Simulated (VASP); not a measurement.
Output of a VASP run:

OUTCAR:
```
 ion  position               nearest neighbor table
   1  0.333  0.667  0.250-   2 2.62   2 2.62   2 2.62   2 2.62   2 2.62   2 2.62
   2  0.667  0.333  0.750-   1 2.62   1 2.62   1 2.62   1 2.62   1 2.62   1 2.62
  LATTYP: Found a hexagonal cell.
 ALAT       =     2.6731361175
 C/A-ratio  =     1.5847977095
 Subroutine PRICEL returns:
 Original cell was already a primitive cell.
 Subroutine GETGRP returns: Found 24 space group operations
The static configuration has the point symmetry D_3d.
 The point group associated with its full space group is D_6h.
The dynamic configuration has the point symmetry D_3d.
 Subroutine INISYM returns: Found 24 space group operations
 Subroutine IBZKPT returns following result:
 Found    150 irreducible k-points:

 Following reciprocal coordinates:
            Coordinates               Weight
  0.000000  0.000000  0.000000      1.000000
  0.062500  0.000000  0.000000      6.000000
  0.125000  0.000000  0.000000      6.000000
  0.187500  0.000000  0.000000      6.000000
  0.250000  0.000000  0.000000      6.000000
  0.312500  0.000000  0.000000      6.000000
  0.375000  0.000000  0.000000      6.000000
  0.437500  0.000000  0.000000      6.000000
  0.500000  0.000000  0.000000      3.000000
  0.062500  0.062500  0.000000      6.000000
  0.125000  0.062500  0.000000     12.000000
  0.187500  0.062500  0.000000     12.000000
  0.250000  0.062500  0.000000     12.000000
  0.312500  0.062500  0.000000     12.000000
  0.375000  0.062500  0.000000     12.000000
  0.437500  0.062500  0.000000     12.000000
  0.125000  0.125000  0.000000      6.000000
  0.187500  0.125000  0.000000     12.000000
  0.250000  0.125000  0.000000     12.000000
  0.312500  0.125000  0.000000     12.000000
  0.375000  0.125000  0.000000     12.000000
  0.437500  0.125000  0.000000      6.000000
  0.187500  0.187500  0.000000      6.000000
  0.250000  0.187500  0.000000     12.000000
  0.312500  0.187500  0.000000     12.000000
  0.375000  0.187500  0.000000     12.000000
  0.250000  0.250000  0.000000      6.000000
  0.312500  0.250000  0.000000     12.000000
  0.375000  0.250000  0.000000      6.000000
  0.312500  0.312500  0.000000      6.000000
  0.000000  0.000000  0.111111      2.000000
  0.062500  0.000000  0.111111     12.000000
  0.125000  0.000000  0.111111     12.000000
  0.187500  0.000000  0.111111     12.000000
  0.250000  0.000000  0.111111     12.000000
  0.312500  0.000000  0.111111     12.000000
  0.375000  0.000000  0.111111     12.000000
  0.437500  0.000000  0.111111     12.000000
  0.500000  0.000000  0.111111      6.000000
  0.062500  0.062500  0.111111     12.000000
   k-points           NKPTS =    150   k-points in BZ     NKDIM =    150   number of bands    NBANDS=     12
   number of dos      NEDOS =    301   number of ions     NIONS =      2
   total plane-waves  NPLWV =  12800
   dimension x,y,z NGX =    20 NGY =   20 NGZ =   32
   dimension x,y,z NGXF=    40 NGYF=   40 NGZF=   64
   ions per type =               2
   PREC   = accura    normal or accurate (medium, high low for compatibility)
   ISTART =      0    job   : 0-new  1-cont  2-samecut
   ICHARG =      2    charge: 1-file 2-atom 10-const
   ISPIN  =      1    spin polarized calculation?
   LNONCOLLINEAR =      F non collinear calculations
   LSORBIT =      F    spin-orbit coupling
   INIWAV =      1    electr: 0-lowe 1-rand  2-diag
   ENCUT  =  500.0 eV  36.75 Ry    6.06 a.u.   4.87  4.87  7.72*2*pi/ulx,y,z
   NELM   =    100;   NELMIN=  2; NELMDL= -5     # of ELM steps
   EDIFF  = 0.1E-05   stopping-criterion for ELM
   LREAL  =      F    real-space projection
   NLSPLINE    = F    spline interpolate recip. space projectors
   LMAXMIX     =    6 max onsite mixed and CHGCAR
   VOSKOWN=      0    Vosko Wilk Nusair interpolation
   EDIFFG = -.2E-01   stopping-criterion for IOM
   NSW    =     40    number of steps for IOM
...
```

**OSZICAR**
```
       N       E                     dE             d eps       ncg     rms          rms(c)
DAV:   1     0.103490381520E+03    0.10349E+03   -0.75318E+03  3608   0.125E+03
DAV:   2    -0.188834123272E+02   -0.12237E+03   -0.11041E+03  3852   0.402E+02
DAV:   3    -0.256357383513E+02   -0.67523E+01   -0.62745E+01  4372   0.785E+01
DAV:   4    -0.257963668997E+02   -0.16063E+00   -0.15972E+00  3788   0.118E+01
DAV:   5    -0.257980136418E+02   -0.16467E-02   -0.16465E-02  4212   0.103E+00    0.281E+01
DAV:   6    -0.247161878729E+02    0.10818E+01   -0.10251E+00  3872   0.933E+00    0.135E+01
DAV:   7    -0.243582420932E+02    0.35795E+00   -0.83446E-01  4020   0.829E+00    0.604E-01
DAV:   8    -0.243521491359E+02    0.60930E-02   -0.88200E-03  3680   0.815E-01    0.393E-01
DAV:   9    -0.243496657861E+02    0.24833E-02   -0.21854E-03  3884   0.571E-01    0.604E-02
DAV:  10    -0.243496908672E+02   -0.25081E-04   -0.74796E-05  4072   0.881E-02    0.116E-02
DAV:  11    -0.243496661790E+02    0.24688E-04   -0.62623E-06  3784   0.310E-02    0.158E-03
DAV:  12    -0.243496654482E+02    0.73074E-06   -0.18105E-07  1892   0.440E-03
   1 F= -.19440831E+02 E0= -.19440940E+02  d E =-.194408E+02
       N       E                     dE             d eps       ncg     rms          rms(c)
DAV:   1    -0.243520286877E+02   -0.23625E-02   -0.21220E-02  3668   0.129E+00    0.911E-02
DAV:   2    -0.243518223011E+02    0.20639E-03   -0.25894E-04  4320   0.213E-01    0.462E-02
DAV:   3    -0.243517563812E+02    0.65920E-04   -0.13158E-04  4020   0.101E-01    0.978E-03
DAV:   4    -0.243517568182E+02   -0.43692E-06   -0.76447E-06  3628   0.360E-02
   2 F= -.19440710E+02 E0= -.19440828E+02  d E =0.120558E-03
       N       E                     dE             d eps       ncg     rms          rms(c)
DAV:   1    -0.243504878247E+02    0.12686E-02   -0.10479E-02  3668   0.906E-01    0.641E-02
DAV:   2    -0.243503846652E+02    0.10316E-03   -0.12889E-04  4320   0.150E-01    0.326E-02
DAV:   3    -0.243503530150E+02    0.31650E-04   -0.65216E-05  4012   0.710E-02    0.683E-03
DAV:   4    -0.243503532799E+02   -0.26493E-06   -0.37857E-06  3428   0.254E-02
   3 F= -.19440856E+02 E0= -.19440967E+02  d E =-.252579E-04
```

File OUTCAR:
```
------------------------ aborting loop because EDIFF is reached ----------------------------------------
  FORCE on cell =-STRESS in cart. coord.  units (eV):
  Direction    XX          YY          ZZ          XY          YZ          ZX
  --------------------------------------------------------------------------------------
  Total        4.9062109      4.9062090      4.9086674     -0.0000000      0.0000000      0.0000000
  in kB      299.7991893    299.7990747    299.9492960     -0.0000000      0.0000000      0.0000000
  external PRESSURE =      -0.1508133 kB  Pullay stress =     300.0000000 kB
  volume of cell :       26.22
      direct lattice vectors                 reciprocal lattice vectors
     1.336959439 -2.315681234  0.000000000     0.373982924 -0.215919183  0.000000000
     1.336959439  2.315681234  0.000000000     0.373982924  0.215919183 -0.000000000
     0.000000000  0.000000000  4.234472711    -0.000000000 -0.000000000  0.236156912
 POSITION                                       TOTAL-FORCE (eV/Angst)
 -----------------------------------------------------------------------------------
      1.33696      0.77190      1.05862         0.000000      0.000000      0.000000
      1.33696     -0.77190      3.17585        -0.000000     -0.000000      0.000000
 -----------------------------------------------------------------------------------
    total drift:                                0.000000      0.000014     -0.000020
  FREE ENERGIE OF THE ION-ELECTRON SYSTEM (eV)
  ---------------------------------------------------
  free  energy   TOTEN  =       -24.3503532799 eV

  energy  without entropy=      -24.3506845073  energy(sigma->0) =      -24.35046369
  enthalpy is  TOTEN    =       -19.4408561060 eV   P V=        4.9094971739

 reached required accuracy - stopping structural energy minimisation
```
(Selected blocks of OUTCAR.)

File POSCAR:
```
Os
1
    1.3365682376    -2.3150036823     0.0000000000
    1.3365682376     2.3150036823     0.0000000000
   -0.0000000000    -0.0000000000     4.2363799962
Os
2
Direct
  0.3333330000   0.6666670000   0.2500000000
  0.6666670000   0.3333330000   0.7500000000
```

Problem. Reconstruct the remaining input files.

Solution. One answer among several that fit: the input of the run itself, PBEsol GGA, plane waves, VASP's PBE PAW potentials (set 64).

### INCAR
```
! general
SYSTEM  = Os
PREC    = Accurate
ENCUT   = 500
LREAL   = .FALSE.
LASPH   = .TRUE.

! electronic loop
EDIFF   = 1E-6
NELM    = 100
ALGO    = Normal
LMAXMIX = 6

! smearing
ISMEAR  = 1
SIGMA   = 0.1

! functional
GGA     = PS

! ions
IBRION  = 2
NSW     = 40
ISIF    = 3
EDIFFG  = -0.02
PSTRESS = 300

! output
LWAVE   = .FALSE.
LCHARG  = .FALSE.
```

KPOINTS:
```
Automatic mesh
0
Gamma
16 16 9
0 0 0
```

POTCAR, in this order: Os (PBE.64 set). Program: vasp_std.

The compound is Os in the hcp structure. This run relaxes it under an external pressure of 30 GPa. Symmetry was kept, so distortions that lower it aren't found.
